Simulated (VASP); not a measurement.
**Adsorption sites of H on Ta(100)**

Which site of Ta(100) does H prefer, and what does it do to the work function?

Calculated with VASP 6.6.1; PBE; plane waves and PAW (Ta), in the first sound run; inputs show where later runs differ.

This is a report of a sequence of runs, with most program output left out.

### Step 1. The starting structure

It takes space group Im-3m (No. 229, cubic). The conventional cell has a = 3.310 Å, b = 3.310 Å, c = 3.310 Å, α = 90.00°, β = 90.00°, γ = 90.00°. Nearest to Ta lie 8 Ta at 2.87 Å.

Coordinates:

```cif
data_structure
_symmetry_space_group_name_H-M 'P 1'
_symmetry_Int_Tables_number 1
_cell_length_a 2.8665
_cell_length_b 2.8665
_cell_length_c 2.8665
_cell_angle_alpha 109.471
_cell_angle_beta 109.471
_cell_angle_gamma 109.471
_cell_volume 18.13
loop_
_atom_site_label
_atom_site_type_symbol
_atom_site_fract_x
_atom_site_fract_y
_atom_site_fract_z
_atom_site_occupancy
Ta1 Ta 0.00000 0.00000 0.00000 1
```

### Step 2. The bulk reference, job relaxation, k-mesh 16×16×16

The bulk crystal is relaxed first, so that the slabs are cut at this functional's lattice.

INCAR reads:

```
SYSTEM = Ta
PREC = Accurate
ENCUT = 420
EDIFF = 1E-06
NELM = 120
ISMEAR = 1
SIGMA = 0.15
LREAL = .FALSE.
ALGO = Normal
GGA = PE
NBANDS = 8
LASPH = .TRUE.
LORBIT = 11
LWAVE = .FALSE.
LCHARG = .FALSE.
KPAR = 4
IBRION = 2
NSW = 30
ISIF = 3
EDIFFG = -0.01
POTIM = 0.4
```

POSCAR reads:

```
Ta
1.0
   -1.6550000000      1.6550000000      1.6550000000
    1.6550000000     -1.6550000000      1.6550000000
    1.6550000000      1.6550000000     -1.6550000000
Ta
1
Direct
    0.0000000000      0.0000000000      0.0000000000
```

KPOINTS reads:

```
Automatic mesh
0
Gamma
16 16 16
0 0 0
```

PAW data sets: Ta (PBE family, release 64).

Command:

```
$ mpirun -np 4 vasp_std
```

Wall time 3.8 s (4 MPI ranks of Intel Xeon 6975P-C (Granite Rapids), shared host); peak memory 0.51 GiB; 12 s of CPU time.

This run has no spin polarisation. Its electron count is odd, so without a moment it is a metal by construction. The data set Ta keeps the semicore shell frozen, which is cheaper and a little less accurate. The run keeps the 48 symmetry operations of its start, so it cannot find a distortion of lower symmetry.

Little changed from the start: no atom moved by 0.005 Å and no cell edge by 0.1 %.

Numbers from this step:

| Property | Result |
| --- | --- |
| electronic cycles | 11 |
| electrons | 5 |
| free energy (TOTEN) | -11.86 eV |
| energy at zero smearing | -11.86 eV |
| Fermi energy | 5.678 eV |
| metallic | yes |

The start already met the threshold, so nothing moved.

Energy at zero smearing: -11.85869 eV.

### Step 3. The bulk reference, job self-consistent run, k-mesh 20×20×20

INCAR reads:

```
SYSTEM = Ta
PREC = Normal
ENCUT = 320
EDIFF = 1E-06
NELM = 120
ISMEAR = 1
SIGMA = 0.15
LREAL = .FALSE.
ALGO = Fast
GGA = PE
NBANDS = 8
LASPH = .TRUE.
LORBIT = 11
LWAVE = .FALSE.
LCHARG = .FALSE.
KPAR = 4
```

POSCAR is that of step 2.

KPOINTS reads:

```
Automatic mesh
0
Gamma
20 20 20
0 0 0
```

Command:

```
$ mpirun -np 4 vasp_std
```

The job ended after 3.4 s (4 MPI ranks; peak memory 0.47 GiB; 11 s of CPU time).

Numbers from this step:

* electronic cycles: 14
* Fermi energy: 5.676 eV

Energy at zero smearing: -11.86120 eV.

The run ends at a pressure of -0.51 GPa.

### Step 4. Surface relaxation

System of this step: Ta(100). The cell holds 16 atoms: 16 Ta. Its edges and angles: a = 6.620 Å, b = 6.620 Å, c = 19.965 Å, α = 90.0°, β = 90.0°, γ = 90.0°. It derives from Ta. 4 layers of bcc Ta, cut at this functional's lattice. Vacuum lies along c.

The free atoms relax, while those held by selective dynamics keep their cut positions.

INCAR reads:

```
SYSTEM = Ta
PREC = Normal
ENCUT = 320
EDIFF = 1E-05
NELM = 120
ISMEAR = 1
SIGMA = 0.15
LREAL = Auto
ALGO = Fast
GGA = PE
NBANDS = 56
LASPH = .TRUE.
LORBIT = 11
LWAVE = .FALSE.
LCHARG = .FALSE.
KPAR = 2
NCORE = 2
IBRION = 2
NSW = 40
ISIF = 2
EDIFFG = -0.03
POTIM = 0.4
MAXMIX = 40
IDIPOL = 3
LDIPOL = .TRUE.
DIPOL = 0.5 0.5 0.5
```

POSCAR reads:

```
Ta
1.0
    6.6200000000      0.0000000000      0.0000000000
    0.0000000000      6.6200000000      0.0000000000
    0.0000000000      0.0000000000     19.9650000000
Ta
16
Selective dynamics
Direct
    0.2500000000      0.2500000000      0.3756574000  F F F
    0.7500000000      0.2500000000      0.3756574000  F F F
    0.2500000000      0.7500000000      0.3756574000  F F F
    0.7500000000      0.7500000000      0.3756574000  F F F
    0.0000000000      0.0000000000      0.4585524700  F F F
    0.5000000000      0.0000000000      0.4585524700  F F F
    0.0000000000      0.5000000000      0.4585524700  F F F
    0.5000000000      0.5000000000      0.4585524700  F F F
    0.2500000000      0.2500000000      0.5414475300  T T T
    0.7500000000      0.2500000000      0.5414475300  T T T
    0.2500000000      0.7500000000      0.5414475300  T T T
    0.7500000000      0.7500000000      0.5414475300  T T T
    0.0000000000      0.0000000000      0.6243426000  T T T
    0.5000000000      0.0000000000      0.6243426000  T T T
    0.0000000000      0.5000000000      0.6243426000  T T T
    0.5000000000      0.5000000000      0.6243426000  T T T
```

KPOINTS reads:

```
Automatic mesh
0
Gamma
4 4 1
0 0 0
```

Command:

```
$ mpirun -np 4 vasp_std
```

It took 2.2 min on 4 MPI ranks; peak memory 0.94 GiB; 8.4 min of CPU time.

The run keeps the 8 symmetry operations of its start, so it cannot find a distortion of lower symmetry.

The steps of the relaxation:

| step | energy less that of the first step (eV) | largest force (eV/Å) |
| --- | --- | --- |
| 1 | 0.0000 | 1.0584 |
| 2 | -0.2000 | 0.7701 |
| 3 | -0.3312 | 0.4117 |
| 4 | -0.3315 | 0.3685 |
| 5 | -0.3685 | 0.3135 |
| 6 | -0.4282 | 0.1466 |
| 7 | -0.4304 | 0.1067 |
| 8 | -0.4329 | 0.0268 |

The atoms that moved most (Å):

| atom | dx | dy | dz | length |
| --- | --- | --- | --- | --- |
| Ta13 | 0.000 | 0.000 | -0.189 | 0.189 |
| Ta14 | 0.000 | 0.000 | -0.189 | 0.189 |
| Ta15 | 0.000 | 0.000 | -0.189 | 0.189 |
| Ta16 | 0.000 | 0.000 | -0.189 | 0.189 |
| Ta9 | 0.000 | 0.000 | -0.010 | 0.010 |
| Ta10 | 0.000 | 0.000 | -0.010 | 0.010 |
| Ta11 | 0.000 | 0.000 | -0.010 | 0.010 |
| Ta12 | 0.000 | 0.000 | -0.010 | 0.010 |

The relaxed structure:

```xyz
16
Lattice="6.6200 0.0000 0.0000 0.0000 6.6200 0.0000 0.0000 0.0000 19.9650" Properties=species:S:1:pos:R:3
Ta    1.6550    1.6550    7.5000
Ta    4.9650    1.6550    7.5000
Ta    1.6550    4.9650    7.5000
Ta    4.9650    4.9650    7.5000
Ta    0.0000    0.0000    9.1550
Ta    3.3100    0.0000    9.1550
Ta    0.0000    3.3100    9.1550
Ta    3.3100    3.3100    9.1550
Ta    1.6550    1.6550   10.8003
Ta    4.9650    1.6550   10.8003
Ta    1.6550    4.9650   10.8003
Ta    4.9650    4.9650   10.8003
Ta    0.0000    0.0000   12.2756
Ta    3.3100    0.0000   12.2756
Ta    0.0000    3.3100   12.2756
Ta    3.3100    3.3100   12.2756
```

Numbers from this step:

| Quantity | Value |
| --- | --- |
| electronic cycles | 87 |
| electrons | 80 |
| free energy (TOTEN) | -174.4694 eV |
| energy at zero smearing | -174.4743 eV |
| Fermi energy | -0.3785 eV |
| dipole moment | 0, 0, -0.05076 e·Å |

The run ended after 8 ionic steps, 0.433 eV below its first step, once the forces on the free atoms met EDIFFG = -0.03.

VASP counts the dipole in electrons times Å, so a positive number points the physical dipole along −c.

### Step 5. Potential and states of the slab

A static run writes the electrostatic potential without exchange and correlation (LVHAR), which is flat in the vacuum and gives the level to count from. The dipole correction cancels the field that unlike faces would set up across the vacuum.

INCAR reads:

```
SYSTEM = Ta
PREC = Normal
ENCUT = 320
EDIFF = 1E-06
NELM = 120
ISMEAR = 1
SIGMA = 0.15
LREAL = Auto
ALGO = Fast
GGA = PE
NBANDS = 56
LASPH = .TRUE.
LORBIT = 11
LWAVE = .FALSE.
LCHARG = .FALSE.
KPAR = 2
NCORE = 2
IDIPOL = 3
LDIPOL = .TRUE.
DIPOL = 0.5 0.5 0.498
LVHAR = .TRUE.
LVACPOTAV = .TRUE.
NEDOS = 1500
```

POSCAR reads:

```
Ta
1.0
    6.6200000000      0.0000000000      0.0000000000
    0.0000000000      6.6200000000      0.0000000000
    0.0000000000      0.0000000000     19.9650000000
Ta
16
Selective dynamics
Direct
    0.2500000000      0.2500000000      0.3756574000  F F F
    0.7500000000      0.2500000000      0.3756574000  F F F
    0.2500000000      0.7500000000      0.3756574000  F F F
    0.7500000000      0.7500000000      0.3756574000  F F F
    0.0000000000      0.0000000000      0.4585524700  F F F
    0.5000000000      0.0000000000      0.4585524700  F F F
    0.0000000000      0.5000000000      0.4585524700  F F F
    0.5000000000      0.5000000000      0.4585524700  F F F
    0.2500000000      0.2500000000      0.5409614158  T T T
    0.7500000000      0.2500000000      0.5409614158  T T T
    0.2500000000      0.7500000000      0.5409614158  T T T
    0.7500000000      0.7500000000      0.5409614158  T T T
    0.0000000000      0.0000000000      0.6148567324  T T T
    0.5000000000      0.0000000000      0.6148567324  T T T
    0.0000000000      0.5000000000      0.6148567324  T T T
    0.5000000000      0.5000000000      0.6148567324  T T T
```

KPOINTS is that of step 4.

Command:

```
$ mpirun -np 4 vasp_std
```

The job ended after 41 s (4 MPI ranks; peak memory 0.86 GiB).

Numbers from this step:

| Property | Result |
| --- | --- |
| electronic cycles | 31 |
| Fermi energy | -0.3792 eV |
| dipole moment | 0, 0, -0.05097 e·Å |
| vacuum levels | 3.401, 3.611 eV |
| work functions of the upper and lower face | 3.780, 3.990 eV |

Zero at the Fermi level. The planar average of the electrostatic potential by height:

| height (Å) | planar average of the electrostatic potential (eV) |
| --- | --- |
| 0 | 3.93 |
| 1 | 3.99 |
| 2 | 3.99 |
| 3 | 3.99 |
| 4 | 3.97 |
| 5 | 3.77 |
| 6 | 2.25 |
| 7 | -4.70 |
| 8 | -6.06 |
| 9 | -6.40 |
| 10 | -5.72 |
| 11 | -6.75 |
| 12 | -7.22 |
| 13 | -2.91 |
| 14 | 2.76 |
| 15 | 3.66 |
| 16 | 3.77 |
| 17 | 3.78 |
| 18 | 3.78 |
| 19 | 3.78 |

Density of states in the PAW spheres, an atom over height of the layer and energy from the Fermi level.

Ten even steps from '_' (0.00 states/eV) to '@' (2.75 states/eV), each cell a mean:
```
@@--::%%
++::::==
==::::--
--======
----==--
++**##**
========
::--::::
..----::
::----::
::--==--
..::::..
..::::..
__....__
__....__
________
________
________
________
________
________
________
```
Columns: height of the layer (Å) from 7.5 to 12.3 (not evenly spaced); rows upwards: energy from the Fermi level (eV) from -7.9 to 0.5.

Force by atom:

| atom | x (eV/Å) | y (eV/Å) | z (eV/Å) | size |
| --- | --- | --- | --- | --- |
| Ta1 | 0.000 | 0.000 | 0.857 | 0.857 |
| Ta2 | 0.000 | 0.000 | 0.857 | 0.857 |
| Ta3 | 0.000 | 0.000 | 0.857 | 0.857 |
| Ta4 | 0.000 | 0.000 | 0.857 | 0.857 |
| Ta5 | 0.000 | 0.000 | -0.866 | 0.866 |
| Ta6 | 0.000 | 0.000 | -0.866 | 0.866 |
| Ta7 | 0.000 | 0.000 | -0.866 | 0.866 |
| Ta8 | 0.000 | 0.000 | -0.866 | 0.866 |
| Ta9 | 0.000 | 0.000 | 0.026 | 0.026 |
| Ta10 | 0.000 | 0.000 | 0.026 | 0.026 |
| Ta11 | 0.000 | 0.000 | 0.026 | 0.026 |
| Ta12 | 0.000 | 0.000 | 0.026 | 0.026 |
| Ta13 | 0.000 | 0.000 | -0.017 | 0.017 |
| Ta14 | 0.000 | 0.000 | -0.017 | 0.017 |
| Ta15 | 0.000 | 0.000 | -0.017 | 0.017 |
| Ta16 | 0.000 | 0.000 | -0.017 | 0.017 |

The map of layer states is cut here 0.5 eV above the Fermi level, so it leaves out the states above that.

The vacuum level lies 3.78 eV above the Fermi level at the upper face; the two faces differ by 0.21 eV, the step that the slab's dipole of -0.051 e·Å makes.

VASP counts the dipole in electrons times Å, so a positive number points the physical dipole along −c.

The program found no field-free point at its default tolerance, but its printed level agrees with the flat part of the planar average.

On this mesh the fine structure of the density of states is sampling noise, and high empty states may be cut by the number of bands.

### Step 6. Relaxing the atoms

This step: PBE; plane waves and PAW (H) (VASP 6.6.1).

System of this step: H2. The cell holds 2 atoms: 2 H. Cell: a = 11.000 Å, b = 11.500 Å, c = 13.000 Å, α = 90.0°, β = 90.0°, γ = 90.0°. Vacuum lies along a, b and c.

The reference for H is the H2 molecule, relaxed in a box at the cutoff of the large cell.

INCAR reads:

```
SYSTEM = H
PREC = Normal
ENCUT = 320
EDIFF = 1E-05
NELM = 120
ISMEAR = 0
SIGMA = 0.01
LREAL = .FALSE.
ALGO = Fast
GGA = PE
NBANDS = 7
LORBIT = 11
LWAVE = .FALSE.
LCHARG = .FALSE.
NCORE = 4
IBRION = 2
NSW = 20
ISIF = 2
EDIFFG = -0.03
POTIM = 0.4
MAXMIX = 40
ISYM = 0
```

POSCAR reads:

```
H
1.0
   11.0000000000      0.0000000000      0.0000000000
    0.0000000000     11.5000000000      0.0000000000
    0.0000000000      0.0000000000     13.0000000000
H
2
Direct
    0.5000000000      0.5000000000      0.4715384600
    0.5000000000      0.5000000000      0.5284615400
```

KPOINTS reads:

```
Automatic mesh
0
Gamma
1 1 1
0 0 0
```

The projector-augmented-wave data sets are H (PBE family, release 64).

Command:

```
$ mpirun -np 4 vasp_gam
```

Elapsed: 4.8 s, on 4 MPI ranks; peak memory 0.71 GiB.

The steps of the relaxation:

| step | energy less that of the first step (eV) | largest force (eV/Å) |
| --- | --- | --- |
| 1 | 0.0000 | 0.3855 |
| 2 | 0.0034 | 0.5838 |
| 3 | -0.0021 | 0.0006 |

Final coordinates:

```cif
data_structure
_symmetry_space_group_name_H-M 'P 1'
_symmetry_Int_Tables_number 1
_cell_length_a 11.0000
_cell_length_b 11.5000
_cell_length_c 13.0000
_cell_angle_alpha 90.000
_cell_angle_beta 90.000
_cell_angle_gamma 90.000
_cell_volume 1644.50
loop_
_atom_site_label
_atom_site_type_symbol
_atom_site_fract_x
_atom_site_fract_y
_atom_site_fract_z
_atom_site_occupancy
H1 H 0.50000 0.50000 0.47111 1
H2 H 0.50000 0.50000 0.52889 1
```

Numbers from this step:

| Property | Result |
| --- | --- |
| electronic cycles | 27 |
| electrons | 2 |
| free energy (TOTEN) | -6.734 eV |
| gap between the highest filled and lowest empty level | 10.16 eV |

The run ended after 3 ionic steps, 0.002 eV below its first step, once the forces on the free atoms met EDIFFG = -0.03.

Energy at zero smearing: -6.73444 eV.

### Step 7. Relaxing the adsorbate, site ontop

This step: PBE; plane waves and PAW (Ta, H) (VASP 6.6.1).

System of this step: Ta16H (Ta(100)). The cell holds 17 atoms: 16 Ta and 1 H. Cell: a = 6.620 Å, b = 6.620 Å, c = 19.965 Å, α = 90.0°, β = 90.0°, γ = 90.0°. It derives from Ta. H over the ontop site of Ta(100). Vacuum lies along c.

The adsorbate starts over a high-symmetry site, and it relaxes with the upper layers within that symmetry.

INCAR reads:

```
SYSTEM = Ta16H
PREC = Normal
ENCUT = 320
EDIFF = 1E-05
NELM = 120
ISMEAR = 1
SIGMA = 0.15
LREAL = Auto
ALGO = Fast
GGA = PE
NBANDS = 57
LASPH = .TRUE.
LORBIT = 11
LWAVE = .FALSE.
LCHARG = .FALSE.
KPAR = 2
NCORE = 2
IBRION = 2
NSW = 50
ISIF = 2
EDIFFG = -0.03
POTIM = 0.4
MAXMIX = 40
IDIPOL = 3
LDIPOL = .TRUE.
DIPOL = 0.5 0.5 0.509
```

POSCAR reads:

```
Ta16H
1.0
    6.6200000000      0.0000000000      0.0000000000
    0.0000000000      6.6200000000      0.0000000000
    0.0000000000      0.0000000000     19.9650000000
Ta H
16 1
Selective dynamics
Direct
    0.2500000000      0.2500000000      0.3756574000  F F F
    0.7500000000      0.2500000000      0.3756574000  F F F
    0.2500000000      0.7500000000      0.3756574000  F F F
    0.7500000000      0.7500000000      0.3756574000  F F F
    0.0000000000      0.0000000000      0.4585524700  F F F
    0.5000000000      0.0000000000      0.4585524700  F F F
    0.0000000000      0.5000000000      0.4585524700  F F F
    0.5000000000      0.5000000000      0.4585524700  F F F
    0.2500000000      0.2500000000      0.5409614200  T T T
    0.7500000000      0.2500000000      0.5409614200  T T T
    0.2500000000      0.7500000000      0.5409614200  T T T
    0.7500000000      0.7500000000      0.5409614200  T T T
    0.0000000000      0.0000000000      0.6148567300  T T T
    0.5000000000      0.0000000000      0.6148567300  T T T
    0.0000000000      0.5000000000      0.6148567300  T T T
    0.5000000000      0.5000000000      0.6148567300  T T T
    0.0000000000      0.0000000000      0.6924926000  T T T
```

KPOINTS reads:

```
Automatic mesh
0
Gamma
4 4 1
0 0 0
```

Potentials, in the order of the species: Ta and H (PBE family, release 64).

Command:

```
$ mpirun -np 4 vasp_std
```

It took 3.1 min on 4 MPI ranks; peak memory 0.98 GiB; 12 min of CPU time.

Relaxation path:

| step | energy less that of the first step (eV) | largest force (eV/Å) |
| --- | --- | --- |
| 1 | 0.0000 | 5.1021 |
| 2 | -0.4173 | 2.2980 |
| 3 | -0.4771 | 1.0263 |
| 4 | -0.5409 | 0.7594 |
| 5 | -0.5974 | 0.5493 |
| 6 | -0.6532 | 0.3907 |
| 7 | -0.7179 | 0.2576 |
| 8 | -0.7189 | 0.2882 |
| 9 | -0.7347 | 0.1273 |
| 10 | -0.7365 | 0.1603 |
| 11 | -0.7397 | 0.0935 |
| 12 | -0.7407 | 0.1116 |
| 13 | -0.7413 | 0.0281 |

The atoms that moved most (Å):

| atom | dx | dy | dz | length |
| --- | --- | --- | --- | --- |
| H17 | 0.000 | 0.000 | 0.463 | 0.463 |
| Ta13 | 0.000 | 0.000 | 0.177 | 0.177 |
| Ta16 | 0.000 | 0.000 | -0.072 | 0.072 |
| Ta10 | 0.013 | -0.013 | 0.003 | 0.019 |
| Ta11 | -0.013 | 0.013 | 0.003 | 0.019 |
| Ta12 | 0.013 | 0.013 | 0.003 | 0.019 |
| Ta9 | -0.013 | -0.013 | 0.003 | 0.019 |
| Ta15 | 0.000 | 0.000 | -0.006 | 0.006 |

Final coordinates:

```xyz
17
Lattice="6.6200 0.0000 0.0000 0.0000 6.6200 0.0000 0.0000 0.0000 19.9650" Properties=species:S:1:pos:R:3
Ta    1.6550    1.6550    7.5000
Ta    4.9650    1.6550    7.5000
Ta    1.6550    4.9650    7.5000
Ta    4.9650    4.9650    7.5000
Ta    0.0000    0.0000    9.1550
Ta    3.3100    0.0000    9.1550
Ta    0.0000    3.3100    9.1550
Ta    3.3100    3.3100    9.1550
Ta    1.6420    1.6420   10.8030
Ta    4.9780    1.6420   10.8030
Ta    1.6420    4.9780   10.8030
Ta    4.9780    4.9780   10.8030
Ta    0.0000    0.0000   12.4528
Ta    3.3100    0.0000   12.2701
Ta    0.0000    3.3100   12.2701
Ta    3.3100    3.3100   12.2040
H     0.0000    0.0000   14.2881
```

This step gave:

| Quantity | Value |
| --- | --- |
| electronic cycles | 135 |
| electrons | 81 |
| free energy (TOTEN) | -178.0616 eV |
| energy at zero smearing | -178.0664 eV |
| Fermi energy | -0.6136 eV |
| dipole moment | 0, 0, 0.1008 e·Å |

The run ended after 13 ionic steps, 0.741 eV below its first step, once the forces on the free atoms met EDIFFG = -0.03.

(Part 1 of 2 ends here.)

[Lines on the potential files, build, host, timing and source positions are cut from VASP's logs without a mark.]

[Logs are printed without paths, hosts, clocks, repeated set-up lines and the standing remarks that a program may print on its own settings, such as how far it seeks lower states.]

[Hosts, paths, dates, database ids (printed as entryN), source tags and the programs' standing remarks are cut or masked in the printed files.]

[Runs that stopped without an error message from VASP are left out.]
